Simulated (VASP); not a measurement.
Consider the following.

```
CELL_PARAMETERS angstrom
      0.00000     3.25033     3.25033
      3.25033     0.00000     3.25033
      3.25033     3.25033     0.00000
ATOMIC_POSITIONS crystal
  Cd 0.00000 0.00000 0.00000
  Te 0.25000 0.25000 0.25000
```

All values below come from rev-vdW-DF2, VASP's PBE PAW potentials (set 64) (plane waves; VASP). Run with 520 eV cut-off, 7×7×7 Γ-centred mesh, Gaussian smearing of 0.050 eV, potentials Cd Te.

### Question
Give the stress tensor in GPa (positive for a compressed cell).

### Answer

```
1.24  0.00  0.00
0.00  1.24  0.00
0.00  0.00  1.24
```
The pressure is its mean diagonal, 1.24 GPa.

The compound is CdTe in the zinc blende structure. This cell is one point of a volume scan, at 0.97 of the reference volume.
